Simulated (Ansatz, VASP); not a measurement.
# Cross-check of SnH between VASP and Ansatz

One calculation is typed for both programs; each brings its own data sets. How far apart do they land? The cell is generated by rule, not measured, and may not be a known phase. The cell is taken from a series of runs on this material, whose earlier steps may have relaxed, scaled, displaced or heated it; both programs get it as it stands.

Method: plane waves, with VASP 6.6.1 beside it; zone-centre phonons at LDA, in Ansatz 0.2.0.

The structure was built from a prototype and need not be the compound's stable phase.

**1. Starting point**

The structure is tetragonal, space group P4_2/mmc (No. 131). Conventional cell: a = 3.204 Å, b = 3.204 Å, c = 6.153 Å, α = 90.00°, β = 90.00°, γ = 90.00°. Nearest to Sn lie 4 H at 2.22 Å. Nearest to H lie 4 Sn at 2.22 Å. Farther neighbours are not listed.

Structure file:

```cif
data_structure
_symmetry_space_group_name_H-M 'P 1'
_symmetry_Int_Tables_number 1
_cell_length_a 3.2044
_cell_length_b 3.2044
_cell_length_c 6.1531
_cell_angle_alpha 90.000
_cell_angle_beta 90.000
_cell_angle_gamma 90.000
_cell_volume 63.18
loop_
_atom_site_label
_atom_site_type_symbol
_atom_site_fract_x
_atom_site_fract_y
_atom_site_fract_z
_atom_site_occupancy
Sn1 Sn 0.00000 0.50000 0.00000 1
Sn2 Sn 0.50000 0.00000 0.50000 1
H3 H 0.00000 0.00000 0.75000 1
H4 H 0.00000 0.00000 0.25000 1
```

**2. VASP: zone-centre phonons, LDA**

Second derivatives magnify differences that forces hide, and they need a tight electronic threshold.

Lines of VASP's logs that name or quote its potential files are left out, and so is its time.

Contents of INCAR:

```
SYSTEM = SnH
PREC = Accurate
ENCUT = 500
EDIFF = 1E-08
NELM = 120
ISMEAR = 1
SIGMA = 0.2
LREAL = .FALSE.
ALGO = Normal
GGA = CA
NBANDS = 21
LORBIT = 11
LWAVE = .FALSE.
LCHARG = .FALSE.
ISIF = 2
IBRION = 8
LASPH = .TRUE.
GGA_COMPAT = .FALSE.
KPAR = 2
```

Contents of POSCAR:

```
SnH
1.0
    3.2044336889      0.0000000000      0.0000000000
    0.0000000000      3.2044336889      0.0000000000
    0.0000000000      0.0000000000      6.1531286746
Sn H
2 2
Direct
    0.0000000000      0.5000000000      0.0000000000
    0.5000000000      0.0000000000      0.5000000000
    0.0000000000      0.0000000000      0.7500000000
    0.0000000000      0.0000000000      0.2500000000
```

Contents of KPOINTS:

```
Automatic mesh
0
Gamma
12 12 8
0 0 0
```

The projector-augmented-wave data sets are Sn_d and H (LDA family, release 64).

On the command line:

```console
mpirun -np 2 vasp_std
```

Log:

```text
[banner, memory and clock lines left out]
running    2 mpi-ranks, on    1 nodes
 distrk:  each k-point on    1 cores,    2 groups
 distr:  one band on    1 cores,    1 groups

 POSCAR found type information on POSCAR SnH
 POSCAR found :  2 types and       4 ions
 LDA part: xc-table for (Slater(with rela. corr.)+CA(PZ))
 , standard interpolation
 POSCAR, INCAR and KPOINTS ok, starting setup
 FFT: planning ... GRIDC
 FFT: planning ... GRID_SOFT
 FFT: planning ... GRID
 WAVECAR not read
 entering main loop
       N       E                     dE             d eps       ncg     rms          rms(c)
DAV:   1     0.228169094413E+03    0.22817E+03   -0.15406E+04  5954   0.210E+03
DAV:   2     0.961270995981E+01   -0.21856E+03   -0.21345E+03  5915   0.454E+02
DAV:   3    -0.140071740369E+02   -0.23620E+02   -0.23150E+02  7020   0.140E+02
DAV:   4    -0.147701417446E+02   -0.76297E+00   -0.76157E+00  6430   0.281E+01
DAV:   5    -0.147958656926E+02   -0.25724E-01   -0.25723E-01  8085   0.512E+00    0.367E+00
DAV:   6    -0.144780305743E+02    0.31784E+00   -0.23768E-01  7532   0.454E+00    0.181E+00
DAV:   7    -0.144239355085E+02    0.54095E-01   -0.24515E-01  7061   0.292E+00    0.404E-01
DAV:   8    -0.144237313023E+02    0.20421E-03   -0.29090E-02  6710   0.155E+00    0.143E-01
DAV:   9    -0.144235463920E+02    0.18491E-03   -0.19240E-03  7561   0.466E-01    0.683E-02
DAV:  10    -0.144234940026E+02    0.52389E-04   -0.32173E-04  6990   0.143E-01    0.254E-02
DAV:  11    -0.144234972036E+02   -0.32009E-05   -0.71499E-05  8131   0.710E-02    0.889E-03
DAV:  12    -0.144234960886E+02    0.11149E-05   -0.26657E-06  6436   0.137E-02    0.398E-03
DAV:  13    -0.144234959909E+02    0.97766E-07   -0.59102E-07  7007   0.486E-03    0.116E-03
DAV:  14    -0.144234959752E+02    0.15666E-07   -0.79073E-08  7725   0.391E-03    0.290E-04
DAV:  15    -0.144234959755E+02   -0.23874E-09   -0.47636E-09  3448   0.515E-04
   1 F= -.14423496E+02 E0= -.14423876E+02  d E =0.114111E-02
 Linear response reoptimize wavefunctions to high precision
DAV:   1    -0.144234959755E+02   -0.81855E-11   -0.47181E-10  3495   0.222E-04
 Linear response DOF=           5
 Linear response progress:
  Degree of freedom:   1/  5
       N       E                     dE             d eps       ncg     rms          rms(c)
RMM:   1    -0.209009230004E+00   -0.20901E+00    0.49115E-01 12989   0.955E+00
RMM:   2    -0.214395826329E+00   -0.53866E-02   -0.15845E-02 17734   0.944E-01    0.383E-02
RMM:   3    -0.214392575728E+00    0.32506E-05   -0.11924E-03 18278   0.253E-01    0.165E-02
RMM:   4    -0.214253868593E+00    0.13871E-03   -0.83676E-05 18865   0.717E-02    0.943E-03
RMM:   5    -0.214194020173E+00    0.59848E-04   -0.80178E-06 18393   0.211E-02    0.338E-03
RMM:   6    -0.214177887645E+00    0.16133E-04   -0.84429E-07 18938   0.709E-03    0.582E-04
RMM:   7    -0.214182964374E+00   -0.50767E-05   -0.14634E-07 18898   0.237E-03    0.167E-04
RMM:   8    -0.214182222440E+00    0.74193E-06    0.11574E-07 19179   0.876E-04    0.130E-04
RMM:   9    -0.214181491931E+00    0.73051E-06    0.24946E-07 18824   0.417E-04    0.148E-05
RMM:  10    -0.214181406956E+00    0.84975E-07    0.15857E-07 20386   0.191E-04    0.145E-05
RMM:  11    -0.214181334917E+00    0.72040E-07    0.11717E-07 19905   0.104E-04    0.372E-06
RMM:  12    -0.214181354444E+00   -0.19527E-07    0.10342E-07 19268   0.653E-05    0.289E-06
RMM:  13    -0.214181364686E+00   -0.10242E-07    0.73264E-08 17691   0.453E-05    0.112E-06
RMM:  14    -0.214181361153E+00    0.35335E-08    0.48565E-08 14768   0.345E-05    0.205E-06
 first order change of Fermi-energy   0.15913E-04
 force on displaced ion       1 direction 1 :  -0.254   0.000  -0.000
 Linear response progress:
  Degree of freedom:   2/  5
       N       E                     dE             d eps       ncg     rms          rms(c)
RMM:   1    -0.210433485562E+00   -0.21043E+00    0.36040E-01 13268   0.829E+00
RMM:   2    -0.215615192567E+00   -0.51817E-02   -0.14812E-02 17941   0.914E-01    0.420E-02
RMM:   3    -0.215674867199E+00   -0.59675E-04   -0.11333E-03 18340   0.241E-01    0.195E-02
RMM:   4    -0.215583274609E+00    0.91593E-04   -0.77563E-05 18834   0.688E-02    0.953E-03
RMM:   5    -0.215553769045E+00    0.29506E-04   -0.81797E-06 18595   0.212E-02    0.261E-03
RMM:   6    -0.215554469229E+00   -0.70018E-06   -0.84361E-07 19075   0.670E-03    0.762E-04
RMM:   7    -0.215557949690E+00   -0.34805E-05   -0.20820E-07 18474   0.239E-03    0.207E-04
RMM:   8    -0.215556076551E+00    0.18731E-05    0.43959E-08 19047   0.920E-04    0.115E-04
RMM:   9    -0.215555583700E+00    0.49285E-06    0.15882E-07 19537   0.372E-04    0.655E-06
RMM:  10    -0.215555630503E+00   -0.46804E-07    0.24566E-07 20284   0.179E-04    0.968E-06
RMM:  11    -0.215555537042E+00    0.93461E-07    0.19874E-07 19257   0.102E-04    0.498E-06
RMM:  12    -0.215555553091E+00   -0.16049E-07    0.13930E-07 19070   0.645E-05    0.225E-06
RMM:  13    -0.215555537751E+00    0.15340E-07    0.99527E-08 16550   0.454E-05    0.184E-06
RMM:  14    -0.215555506602E+00    0.31149E-07    0.69675E-08 16398   0.350E-05    0.399E-07
RMM:  15    -0.215555503101E+00    0.35008E-08    0.46143E-08 12481   0.284E-05    0.244E-07
 first order change of Fermi-energy   0.39929E-04
 force on displaced ion       1 direction 2 :   0.000  -0.000   0.000
 Linear response progress:
  Degree of freedom:   3/  5
       N       E                     dE             d eps       ncg     rms          rms(c)
RMM:   1    -0.233180898533E+00   -0.23318E+00    0.48849E-01 13092   0.908E+00
RMM:   2    -0.238935391555E+00   -0.57545E-02   -0.16295E-02 18075   0.994E-01    0.451E-02
RMM:   3    -0.239130111921E+00   -0.19472E-03   -0.13969E-03 18712   0.261E-01    0.190E-02
RMM:   4    -0.239081106308E+00    0.49006E-04   -0.97282E-05 19292   0.748E-02    0.123E-02
RMM:   5    -0.239062625301E+00    0.18481E-04   -0.28529E-05 18960   0.232E-02    0.395E-03
RMM:   6    -0.239057152345E+00    0.54730E-05   -0.72200E-06 19567   0.779E-03    0.111E-03
RMM:   7    -0.239057881328E+00   -0.72898E-06   -0.46291E-06 19297   0.255E-03    0.313E-04
RMM:   8    -0.239056845905E+00    0.10354E-05   -0.84691E-07 19581   0.979E-04    0.844E-05
RMM:   9    -0.239056301877E+00    0.54403E-06    0.47633E-07 19907   0.410E-04    0.110E-05
RMM:  10    -0.239056135390E+00    0.16649E-06    0.43855E-07 19997   0.194E-04    0.372E-06
RMM:  11    -0.239056114258E+00    0.21132E-07    0.17745E-07 20584   0.103E-04    0.235E-06
RMM:  12    -0.239056074287E+00    0.39971E-07    0.15386E-07 19210   0.623E-05    0.115E-06
RMM:  13    -0.239056056823E+00    0.17464E-07    0.80667E-08 18525   0.438E-05    0.346E-07
RMM:  14    -0.239056046367E+00    0.10456E-07    0.34263E-08 17440   0.346E-05    0.201E-07
RMM:  15    -0.239056038987E+00    0.73799E-08    0.16033E-08 16198   0.298E-05    0.187E-07
 first order change of Fermi-energy  -0.73871E-04
 force on displaced ion       1 direction 3 :   0.000   0.000  -2.937
 Linear response progress:
  Degree of freedom:   4/  5
       N       E                     dE             d eps       ncg     rms          rms(c)
RMM:   1    -0.145712934563E-01   -0.14571E-01   -0.21427E-04 25500   0.524E-01
RMM:   2    -0.141459393518E-01    0.42535E-03   -0.63437E-04 22541   0.133E-01    0.616E-02
RMM:   3    -0.143812034558E-01   -0.23526E-03   -0.49607E-05 25649   0.418E-02    0.350E-02
RMM:   4    -0.148256421311E-01   -0.44444E-03   -0.44039E-05 24772   0.336E-02    0.298E-03
RMM:   5    -0.148564900860E-01   -0.30848E-04   -0.10614E-06 26910   0.731E-03    0.102E-03
RMM:   6    -0.148542932810E-01    0.21968E-05   -0.43781E-08 26600   0.173E-03    0.560E-04
RMM:   7    -0.148550534444E-01   -0.76016E-06   -0.93424E-09 26798   0.478E-04    0.874E-05
RMM:   8    -0.148548170721E-01    0.23637E-06   -0.23778E-09 27136   0.129E-04    0.226E-05
RMM:   9    -0.148547845010E-01    0.32571E-07   -0.85645E-10 28079   0.374E-05    0.717E-06
RMM:  10    -0.148547619847E-01    0.22516E-07   -0.16990E-09 27732   0.151E-05    0.189E-06
RMM:  11    -0.148547660722E-01   -0.40875E-08   -0.50080E-11 26868   0.685E-06    0.448E-07
 first order change of Fermi-energy  -0.86562E-05
 force on displaced ion       3 direction 1 :  -0.482   0.000   0.003
 Linear response progress:
  Degree of freedom:   5/  5
       N       E                     dE             d eps       ncg     rms          rms(c)
RMM:   1    -0.163581270835E-01   -0.16358E-01   -0.11563E-03 17592   0.684E-01
RMM:   2    -0.149925302628E-01    0.13656E-02   -0.16462E-03 15810   0.242E-01    0.713E-02
RMM:   3    -0.152027710288E-01   -0.21024E-03   -0.99218E-05 16730   0.779E-02    0.402E-02
RMM:   4    -0.155945121326E-01   -0.39174E-03   -0.33239E-05 16686   0.386E-02    0.923E-03
RMM:   5    -0.157217536163E-01   -0.12724E-03   -0.41085E-06 18767   0.138E-02    0.225E-03
RMM:   6    -0.157268449857E-01   -0.50914E-05   -0.46056E-07 16236   0.529E-03    0.693E-04
RMM:   7    -0.157314231226E-01   -0.45781E-05   -0.11516E-07 18926   0.162E-03    0.359E-04
RMM:   8    -0.157311594974E-01    0.26363E-06   -0.19868E-08 18565   0.415E-04    0.194E-04
RMM:   9    -0.157309948605E-01    0.16464E-06    0.71375E-08 19105   0.146E-04    0.323E-05
RMM:  10    -0.157307956049E-01    0.19926E-06    0.48088E-09 19485   0.492E-05    0.678E-06
RMM:  11    -0.157308441973E-01   -0.48592E-07   -0.20995E-09 19236   0.180E-05    0.429E-06
RMM:  12    -0.157308403531E-01    0.38442E-08   -0.31787E-09 19639   0.837E-06    0.697E-07
 first order change of Fermi-energy   0.81581E-04
 force on displaced ion       3 direction 3 :   0.000   0.000  -0.336
 Linear response finished
```

OUTCAR, selected parts (step 2):

```text
ion  position               nearest neighbor table
   1  0.000  0.500  0.000-   3 2.22   4 2.22   3 2.22   4 2.22
   2  0.500  0.000  0.500-   3 2.22   4 2.22   3 2.22   4 2.22
   3  0.000  0.000  0.750-   1 2.22   2 2.22   1 2.22   2 2.22
   4  0.000  0.000  0.250-   1 2.22   2 2.22   1 2.22   2 2.22

  LATTYP: Found a simple tetragonal cell.
 ALAT       =     3.2044336889
 C/A-ratio  =     1.9201922311

 Subroutine GETGRP returns: Found 16 space group operations
 (whereof  8 operations were pure point group operations)

The static configuration has the point symmetry D_2h.
 The point group associated with its full space group is D_4h.

 Found    140 irreducible k-points:

   k-points           NKPTS =    140   k-points in BZ     NKDIM =    140   number of bands    NBANDS=     21

   dimension x,y,z NGX =    24 NGY =   24 NGZ =   48
   dimension x,y,z NGXF=    48 NGYF=   48 NGZF=   96

   ENCUT  =  500.0 eV  36.75 Ry    6.06 a.u.   5.84  5.84 11.22*2*pi/ulx,y,z

   NELECT =      30.0000    total number of electrons

 k-points in reciprocal lattice and weights: Automatic mesh
   0.00000000  0.00000000  0.00000000       0.001
   0.08333333  0.00000000  0.00000000       0.003
   0.16666667  0.00000000  0.00000000       0.003
   0.25000000  0.00000000  0.00000000       0.003
   0.33333333  0.00000000  0.00000000       0.003
   0.41666667  0.00000000  0.00000000       0.003
   0.50000000  0.00000000  0.00000000       0.002
   0.08333333  0.08333333  0.00000000       0.003
   0.16666667  0.08333333  0.00000000       0.007
[...]
0.50000000  0.41666667  0.50000000       0.003
   0.50000000  0.50000000  0.50000000       0.001

 average (electrostatic) potential at core
       1 -99.9510       2 -99.9510       3 -30.0379       4 -30.0379

  Total       -0.0564822     -0.0564822     -0.0187906      0.0000000      0.0000000      0.0000000
  in kB       -1.4322652     -1.4322652     -0.4764886      0.0000000      0.0000000      0.0000000
  external PRESSURE =      -1.1136730 kB  Pullay stress =       0.0000000 kB

  energy-cutoff  :      500.00
  volume of cell :       63.18
      direct lattice vectors                 reciprocal lattice vectors
     3.204433689  0.000000000  0.000000000     0.312067622  0.000000000  0.000000000
     0.000000000  3.204433689  0.000000000     0.000000000  0.312067622  0.000000000
     0.000000000  0.000000000  6.153128675     0.000000000  0.000000000  0.162518948

 POSITION                                       TOTAL-FORCE (eV/Angst)
 -----------------------------------------------------------------------------------
      0.00000      1.60222      0.00000         0.000000      0.000000     -0.000000
      1.60222      0.00000      3.07656         0.000000      0.000000     -0.000000
      0.00000      0.00000      4.61485        -0.000000     -0.000000      0.000000
      0.00000      0.00000      1.53828         0.000000      0.000000     -0.000000
 -----------------------------------------------------------------------------------
    total drift:                                0.000000      0.000000     -0.000000

 Eigenvectors and eigenvalues of the dynamical matrix
 ----------------------------------------------------

   1 f  =   15.096982 THz    94.857134 2PiTHz  503.581108 cm-1    62.436072 meV
             X         Y         Z           dx          dy          dz
      0.000000  1.602217  0.000000     0.000000   -0.000000   -0.000000
      1.602217  0.000000  3.076564    -0.000000    0.000000   -0.000000
      0.000000  0.000000  4.614847     0.012621    0.706994   -0.000000
      0.000000  0.000000  1.538282    -0.012621   -0.706994    0.000000

   2 f  =   15.096982 THz    94.857134 2PiTHz  503.581108 cm-1    62.436072 meV
             X         Y         Z           dx          dy          dz
      0.000000  1.602217  0.000000    -0.000000   -0.000000   -0.000000
      1.602217  0.000000  3.076564     0.000000   -0.000000   -0.000000
      0.000000  0.000000  4.614847    -0.706994    0.012621    0.000000
      0.000000  0.000000  1.538282     0.706994   -0.012621    0.000000

   3 f  =   10.806482 THz    67.899129 2PiTHz  360.465439 cm-1    44.691998 meV
             X         Y         Z           dx          dy          dz
      0.000000  1.602217  0.000000    -0.000000   -0.000000    0.000000
      1.602217  0.000000  3.076564     0.000000    0.000000    0.000000
      0.000000  0.000000  4.614847     0.000000   -0.000000   -0.707107
      0.000000  0.000000  1.538282     0.000000   -0.000000    0.707107

   4 f  =    6.905979 THz    43.391545 2PiTHz  230.358659 cm-1    28.560821 meV
             X         Y         Z           dx          dy          dz
      0.000000  1.602217  0.000000     0.000000    0.000000   -0.057718
      1.602217  0.000000  3.076564    -0.000000   -0.000000   -0.057718
      0.000000  0.000000  4.614847    -0.000000    0.000000    0.704747
      0.000000  0.000000  1.538282    -0.000000    0.000000    0.704747

   5 f  =    3.432248 THz    21.565451 2PiTHz  114.487473 cm-1    14.194631 meV
             X         Y         Z           dx          dy          dz
      0.000000  1.602217  0.000000    -0.000000   -0.000000   -0.707107
      1.602217  0.000000  3.076564     0.000000    0.000000    0.707107
      0.000000  0.000000  4.614847     0.000000   -0.000000   -0.000000
      0.000000  0.000000  1.538282     0.000000   -0.000000   -0.000000

   6 f  =    2.948947 THz    18.528780 2PiTHz   98.366283 cm-1    12.195859 meV
             X         Y         Z           dx          dy          dz
      0.000000  1.602217  0.000000    -0.279161    0.066063    0.000000
      1.602217  0.000000  3.076564     0.141200   -0.130610   -0.000000
      0.000000  0.000000  4.614847     0.601059    0.281216   -0.000000
      0.000000  0.000000  1.538282     0.601059    0.281216    0.000000

   7 f  =    2.948947 THz    18.528780 2PiTHz   98.366283 cm-1    12.195859 meV
             X         Y         Z           dx          dy          dz
      0.000000  1.602217  0.000000    -0.130610   -0.141200    0.000000
      1.602217  0.000000  3.076564     0.066063    0.279161   -0.000000
      0.000000  0.000000  4.614847     0.281216   -0.601059    0.000000
      0.000000  0.000000  1.538282     0.281216   -0.601059    0.000000

   8 f  =    0.061004 THz     0.383297 2PiTHz    2.034863 cm-1     0.252291 meV
             X         Y         Z           dx          dy          dz
      0.000000  1.602217  0.000000    -0.242259   -0.719640   -0.000000
      1.602217  0.000000  3.076564    -0.306125   -0.569505   -0.000000
      0.000000  0.000000  4.614847    -0.020301   -0.047725   -0.000000
      0.000000  0.000000  1.538282    -0.020301   -0.047725   -0.000000

   9 f  =    0.061004 THz     0.383297 2PiTHz    2.034863 cm-1     0.252291 meV
             X         Y         Z           dx          dy          dz
      0.000000  1.602217  0.000000    -0.569505    0.306125   -0.000000
      1.602217  0.000000  3.076564    -0.719640    0.242259   -0.000000
      0.000000  0.000000  4.614847    -0.047725    0.020301   -0.000000
      0.000000  0.000000  1.538282    -0.047725    0.020301   -0.000000

  10 f/i=    0.067741 THz     0.425632 2PiTHz    2.259612 cm-1     0.280156 meV
             X         Y         Z           dx          dy          dz
      0.000000  1.602217  0.000000    -0.000000    0.000000    0.704747
      1.602217  0.000000  3.076564    -0.000000    0.000000    0.704747
      0.000000  0.000000  4.614847    -0.000000    0.000000    0.057718
      0.000000  0.000000  1.538282    -0.000000    0.000000    0.057718

  11 f/i=    0.764216 THz     4.801714 2PiTHz   25.491518 cm-1     3.160544 meV
             X         Y         Z           dx          dy          dz
      0.000000  1.602217  0.000000     0.061580   -0.601214   -0.000000
      1.602217  0.000000  3.076564    -0.051431    0.719856    0.000000
      0.000000  0.000000  4.614847     0.020341    0.237786   -0.000000
      0.000000  0.000000  1.538282     0.020341    0.237786   -0.000000

  12 f/i=    0.764216 THz     4.801714 2PiTHz   25.491518 cm-1     3.160544 meV
             X         Y         Z           dx          dy          dz
      0.000000  1.602217  0.000000     0.719856    0.051431   -0.000000
      1.602217  0.000000  3.076564    -0.601214   -0.061580   -0.000000
      0.000000  0.000000  4.614847     0.237786   -0.020341   -0.000000
      0.000000  0.000000  1.538282     0.237786   -0.020341   -0.000000

 ELASTIC MODULI CONTR FROM IONIC RELAXATION (kBar)
 Direction    XX          YY          ZZ          XY          YZ          ZX
 --------------------------------------------------------------------------------
 XX        -518.6368    518.6368      0.0000      0.0000     -0.0000     -0.0000
 YY         518.6368   -518.6368      0.0000      0.0000      0.0000      0.0000
 ZZ           0.0000      0.0000      0.0000      0.0000      0.0000      0.0000
 XY           0.0000      0.0000      0.0000      0.0000      0.0000      0.0000
 YZ          -0.0000      0.0000      0.0000      0.0000   -117.0129      0.0000
 ZX          -0.0000      0.0000      0.0000      0.0000      0.0000   -117.1410
 --------------------------------------------------------------------------------
```

(Part 1 of 2 ends here.)

[Lines on the potential files, build, host, timing and source positions are cut from VASP's logs without a mark.]

[Logs are printed without paths, hosts, clocks, repeated set-up lines and the standing remarks that a program may print on its own settings, such as how far it seeks lower states.]

[Hosts, paths, dates, database ids (printed as entryN), source tags and the programs' standing remarks are cut or masked in the printed files.]
